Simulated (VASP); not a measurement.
Computed with MS2 meta-GGA, VASP's PBE PAW potentials (set 64) (plane waves; VASP).

VASP input:

INCAR:
```
SYSTEM=Bi
PREC=Accurate; ENCUT=520; LREAL=.False.
LASPH=.True.
EDIFF=1E-6; NELM=100; ALGO=Normal
LMAXMIX=4; LMIXTAU=.True.
ISMEAR=1; SIGMA=0.1
METAGGA=MS2
IBRION=2; NSW=60; ISIF=3
EDIFFG=-0.01
LWAVE=.False.; LCHARG=.False.
```

### POSCAR
```
Bi
1
    4.0682924350    -2.2607964332    -0.0237617639
    4.0682924350     2.2607964332    -0.0237617639
    2.8336461690    -0.0000000000     3.6923187686
Bi
2
Direct
  0.2373120952   0.2373120952   0.2373120952
  0.7626879048   0.7626879048   0.7626879048
```

File KPOINTS:
```
Automatic mesh
0
Gamma
9 9 9
0 0 0
```

POTCAR, in this order: Bi_d (PBE.64 set). Program: vasp_std.

The run wrote:

OSZICAR:
```
       N       E                     dE             d eps       ncg     rms          rms(c)
DAV:   1     0.311998032215E+03    0.31200E+03   -0.14740E+04  3230   0.170E+03
DAV:   2     0.287990073233E+02   -0.28320E+03   -0.27948E+03  3245   0.433E+02
DAV:   3     0.586181227041E+01   -0.22937E+02   -0.22475E+02  3867   0.151E+02
DAV:   4     0.505743110243E+01   -0.80438E+00   -0.80278E+00  3638   0.317E+01
DAV:   5     0.501266189254E+01   -0.44769E-01   -0.44768E-01  4334   0.643E+00    0.681E+00
DAV:   6     0.331677240443E+02    0.28155E+02   -0.59623E+01  3485   0.146E+02    0.408E+00
DAV:   7     0.322458860395E+02   -0.92184E+00   -0.20044E+00  3236   0.199E+01    0.201E+00
DAV:   8     0.333328479854E+02    0.10870E+01   -0.94433E-01  3230   0.102E+01    0.117E+00
DAV:   9     0.324949361264E+02   -0.83791E+00   -0.70598E-01  3236   0.103E+01    0.412E-01
DAV:  10     0.323479368682E+02   -0.14700E+00   -0.22744E-01  3290   0.624E+00    0.248E-01
DAV:  11     0.323342768033E+02   -0.13660E-01   -0.34377E-02  3719   0.309E+00    0.235E-01
DAV:  12     0.323501958362E+02    0.15919E-01   -0.26796E-02  3597   0.278E+00    0.120E-01
DAV:  13     0.323466247194E+02   -0.35711E-02   -0.68726E-03  3245   0.118E+00    0.534E-02
DAV:  14     0.323504292821E+02    0.38046E-02   -0.75221E-04  3236   0.319E-01    0.496E-02
DAV:  15     0.323501892963E+02   -0.23999E-03   -0.18130E-04  3744   0.213E-01    0.242E-02
DAV:  16     0.323506522369E+02    0.46294E-03   -0.97361E-05  3266   0.119E-01    0.171E-02
DAV:  17     0.323506771140E+02    0.24877E-04   -0.86333E-06  3670   0.346E-02    0.129E-02
DAV:  18     0.323506822608E+02    0.51468E-05   -0.94568E-07  1693   0.133E-02    0.105E-02
DAV:  19     0.323506828952E+02    0.63440E-06   -0.75422E-06  3227   0.454E-02
   1 F= 0.32350683E+02 E0= 0.32350678E+02  d E =0.323507E+02
       N       E                     dE             d eps       ncg     rms          rms(c)
DAV:   1     0.323505381184E+02   -0.14414E-03   -0.12987E-02  4828   0.116E+00    0.585E-02
DAV:   2     0.323506615191E+02    0.12340E-03   -0.35839E-04  3535   0.298E-01    0.218E-02
DAV:   3     0.323506782343E+02    0.16715E-04   -0.84171E-05  4193   0.122E-01    0.260E-03
DAV:   4     0.323506774917E+02   -0.74267E-06   -0.14138E-05  3236   0.543E-02    0.269E-03
DAV:   5     0.323506761788E+02   -0.13128E-05   -0.73165E-07  1756   0.804E-03    0.168E-03
DAV:   6     0.323506743329E+02   -0.18460E-05   -0.65656E-07  1648   0.736E-03    0.615E-04
DAV:   7     0.323506750042E+02    0.67130E-06   -0.69606E-07  1757   0.125E-02
   2 F= 0.32350675E+02 E0= 0.32350668E+02  d E =-.789102E-05
```

File OUTCAR:
```
------------------------ aborting loop because EDIFF is reached ----------------------------------------
  FORCE on cell =-STRESS in cart. coord.  units (eV):
  Direction    XX          YY          ZZ          XY          YZ          ZX
  --------------------------------------------------------------------------------------
  Total        0.0131622      0.0188523      0.0182242      0.0000000      0.0000000     -0.0018905
  in kB        0.3092666      0.4429640      0.4282057      0.0000000      0.0000000     -0.0444202
  external PRESSURE =       0.3934788 kB  Pullay stress =       0.0000000 kB
  volume of cell :       68.19
      direct lattice vectors                 reciprocal lattice vectors
     4.067580908 -2.260373157 -0.023740651     0.122375032 -0.221202414 -0.093917166
     4.067580908  2.260373157 -0.023740651     0.122375032  0.221202414 -0.093917166
     2.833165798  0.000000000  3.691644141     0.001573967  0.000000000  0.269674067
 POSITION                                       TOTAL-FORCE (eV/Angst)
 -----------------------------------------------------------------------------------
      2.60368      0.00000      0.86506         0.006188      0.000000      0.002056
      8.36465      0.00000      2.77911        -0.006188      0.000000     -0.002056
 -----------------------------------------------------------------------------------
    total drift:                                0.000000      0.000000     -0.000000
  FREE ENERGIE OF THE ION-ELECTRON SYSTEM (eV)
  ---------------------------------------------------
  free  energy   TOTEN  =        32.3506750042 eV

  energy  without entropy=       32.3506551694  energy(sigma->0) =       32.35066839

 reached required accuracy - stopping structural energy minimisation
```
(Selected blocks of OUTCAR.)

**CONTCAR**
```
Bi
   1.00000000000000
     4.0675809079916325   -2.2603731572285239   -0.0237406509428887
     4.0675809079916325    2.2603731572285239   -0.0237406509428887
     2.8331657978395559    0.0000000000000000    3.6916441408873162
  Bi
     2
Direct
     0.2373814206410523    0.2373814206410523    0.2373814206410523
     0.7626185793589477    0.7626185793589477    0.7626185793589477
```

The compound is Bi in the a7 structure. This run relaxes it. Symmetry was kept, so distortions that lower it aren't found. The start is the result of an earlier pass.
